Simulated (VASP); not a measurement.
Computed with MS2 meta-GGA, VASP's PBE PAW potentials (set 64) (plane waves; VASP 6.6.1).

VASP ran on this input.

**KPOINTS**
```
Automatic mesh
0
Gamma
11 11 9
0 0 0
```

File POSCAR:
```
HfB2
1.0
  1.5233378971  -2.6384988558   0.0000000000
  1.5233378971   2.6384988558   0.0000000000
  0.0000000000   0.0000000000   3.4123743572
Hf B
1 2
Cart
  0.0000000000   0.0000000000   0.0000000000
  1.5233378971   0.8795013776   1.7061871786
  1.5233378971  -0.8795013776   1.7061871786
```

INCAR:
```
LREAL=F   # projection in real space or not
LWAVE=F
NSW=30   # most ionic steps
ISIF=4   # ions and shape, fixed volume
EDIFF=1E-7   # SCF stop (eV)
LMIXTAU=T
LCHARG=F
IBRION=2   # conjugate gradients
LMAXMIX=6   # l cut-off of mixed one-centre charges
SYSTEM=HfB2
NELM=100   # most electronic steps
PREC=Accurate
EDIFFG=-0.01
ISMEAR=1
ALGO=Normal   # blocked Davidson
SIGMA=0.1
LASPH=T
ENCUT=520   # plane-wave cut-off (eV)
METAGGA=MS2
```

POTCAR, in this order: Hf_pv B (PBE.64 set). Program: vasp_std.

Q: What will the output report for the number of irreducible k-points (NKPTS), largest plane-wave count, number of space-group operations, FFT grid (NGX, NGY, NGZ)?

A: 
```json
{
 "number of irreducible k-points (NKPTS)": "80",
 "largest_plane_wave_count": "757",
 "number_of_space_group_operations": "24",
 "FFT grid (NGX, NGY, NGZ)": "24 × 24 × 28"
}
```

The compound is HfB2 in the AlB2 type structure. This cell is one point of a volume scan, at 0.94 of the reference volume. Symmetry was kept, so distortions that lower it aren't found.
